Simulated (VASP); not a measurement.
Computed with PBEsol GGA, VASP's PBE PAW potentials (set 64) (plane waves; VASP).

Input for VASP

**INCAR**
```
# general
SYSTEM  = BaTiO3
PREC    = Accurate
ENCUT   = 520
LREAL   = .False.
LASPH   = .True.
ICHARG  = 11

# electronic loop
EDIFF   = 1E-7
NELM    = 100
ALGO    = Normal
LMAXMIX = 4

# smearing
ISMEAR  = 0
SIGMA   = 0.05

# functional
GGA     = PS

# output
LWAVE   = .False.
LCHARG  = .False.
LORBIT  = 11
```

File KPOINTS:
```
k-points along high-symmetry lines
15
Line-mode
Reciprocal
  0.000000   0.000000   0.000000 ! GAMMA
  0.000000   0.500000   0.000000 ! X

  0.000000   0.500000   0.000000 ! X
  0.500000   0.500000   0.000000 ! M

  0.500000   0.500000   0.000000 ! M
  0.000000   0.000000   0.000000 ! GAMMA

  0.000000   0.000000   0.000000 ! GAMMA
  0.500000   0.500000   0.500000 ! R

  0.500000   0.500000   0.500000 ! R
  0.000000   0.500000   0.000000 ! X

  0.500000   0.500000   0.500000 ! R
  0.500000   0.500000   0.000000 ! M
```

File POSCAR:
```
BaTiO3
1
    3.9837729849     0.0000000000     0.0000000000
    0.0000000000     3.9837729849     0.0000000000
    0.0000000000     0.0000000000     3.9837729849
Ba Ti O
1 1 3
Direct
  0.0000000000   0.0000000000   0.0000000000
  0.5000000000   0.5000000000   0.5000000000
  0.5000000000   0.0000000000   0.5000000000
  0.0000000000   0.5000000000   0.5000000000
  0.5000000000   0.5000000000   0.0000000000
```

POTCAR, in this order: Ba_sv Ti_sv O (PBE.64 set). Program: vasp_std. Read from the step before: CHGCAR.

The resulting files:

OSZICAR:
```
       N       E                     dE             d eps       ncg     rms          rms(c)
DAV:   1     0.418343946715E+03    0.41834E+03   -0.21886E+04  4320   0.184E+03
DAV:   2     0.815895050601E+01   -0.41018E+03   -0.40277E+03  4912   0.482E+02
DAV:   3    -0.384931937046E+02   -0.46652E+02   -0.44917E+02  7208   0.141E+02
DAV:   4    -0.404168922532E+02   -0.19237E+01   -0.19228E+01  5312   0.273E+01
DAV:   5    -0.405047376623E+02   -0.87845E-01   -0.87844E-01  6208   0.430E+00
DAV:   6    -0.405056797710E+02   -0.94211E-03   -0.94210E-03  5416   0.476E-01
DAV:   7    -0.405056987232E+02   -0.18952E-04   -0.18952E-04  6456   0.628E-02
DAV:   8    -0.405056990048E+02   -0.28161E-06   -0.28162E-06  5480   0.624E-03
DAV:   9    -0.405056990102E+02   -0.54106E-08   -0.53834E-08  4168   0.836E-04
   1 F= -.40505699E+02 E0= -.40505699E+02  d E =-.434041E-22
```

File OUTCAR:
```
 val. band max:        3.8004498197   @ k =   0.5000   0.5000   0.5000

 cond. band min:       5.5253064651   @ k =   0.0000   0.0000   0.0000



 k-point     1 :       0.0000    0.0000    0.0000
  band No.  band energies     occupation
      1     -52.5113      2.00000
      2     -28.8432      2.00000
      3     -28.8432      2.00000
      4     -28.8432      2.00000
      5     -20.9276      2.00000
      6     -13.0469      2.00000
      7     -12.3585      2.00000
      8     -12.3585      2.00000
      9      -6.1138      2.00000
     10      -6.1138      2.00000
     11      -6.1138      2.00000
     12       1.4855      2.00000
     13       1.4855      2.00000
     14       1.4855      2.00000
     15       2.6679      2.00000
     16       2.6679      2.00000
     17       2.6679      2.00000
     18       3.6697      2.00000
     19       3.6697      2.00000
     20       3.6697      2.00000
     21       5.5253      0.00000
     22       5.5253      0.00000
     23       5.5253      0.00000
     24       7.8320      0.00000

 k-point     2 :       0.0000    0.0357    0.0000
  band No.  band energies     occupation
      1     -52.5113      2.00000
      2     -28.8439      2.00000
      3     -28.8432      2.00000
      4     -28.8432      2.00000
      5     -20.9260      2.00000
      6     -13.0472      2.00000
      7     -12.3582      2.00000
      8     -12.3580      2.00000
      9      -6.1117      2.00000
     10      -6.1117      2.00000
     11      -6.1079      2.00000
     12       1.4625      2.00000
     13       1.4817      2.00000
     14       1.4817      2.00000
     15       2.6501      2.00000
     16       2.6501      2.00000
     17       2.6543      2.00000
     18       3.6308      2.00000
     19       3.6581      2.00000
     20       3.6581      2.00000
     21       5.5274      0.00000
     22       5.5566      0.00000
     23       5.5566      0.00000
     24       7.8322      0.00000

...
```

The density is held fixed in this step, so its total energy and stress have no physical meaning. Unless said otherwise, spin-orbit coupling is left out, though it shifts the bands of the heavy elements here.

The compound is BaTiO3 in the cubic perovskite structure, the ideal cubic form; the compound distorts at low or room temperature. It was relaxed first.
